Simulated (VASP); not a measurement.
Runs of VASP 6.6.1 on CsSi2. The structure is hexagonal, space group P-6m2 (No. 187). Conventional cell: a = 6.372 Å, b = 6.372 Å, c = 4.479 Å, α = 90.00°, β = 90.00°, γ = 120.00°. Around Cs (site symmetry -6m2) lie 6 Si at 3.85 Å. Si (site symmetry 3m) is surrounded by 2 Si at 2.24 Å. The cell was built by a generator and needn't be a form met in nature.

```tsv
share of exact exchange	gap on the mesh (eV)	pressure (GPa)	largest force (eV/Å)
0.3	none	(a)	0.03
0.05	none	0.3	0.02
0.1	none	0.2	0.02
0.5	none	-0.2	0.05
0.25	none	0.1	0.03
0.2	none	0.1	0.03
0.4	none	(b)	0.04
0.15	none	0.2	0.02
```

Alike in all rows: task single point; level HSE(alpha, omega); potentials or basis VASP PAW PBE potentials, release 64 (Cs_sv, Si); no spin polarisation; cell as given; k mesh 3 × 3 × 3; cutoff (eV) 520; smearing fermi-dirac 0.05 eV; the mesh is coarse, so values aren't converged.

Task: Fill in the values left out.

Result: (a) 0.0; (b) -0.1.

Caveats: all runs use coarse meshes; the PAW data sets were made with another functional, which shifts forces and pressure a little.

A k mesh can miss the band edges, and the runs leave out spin-orbit coupling on Cs.

A gap of «none» marks a metal or a gap under the smearing width.
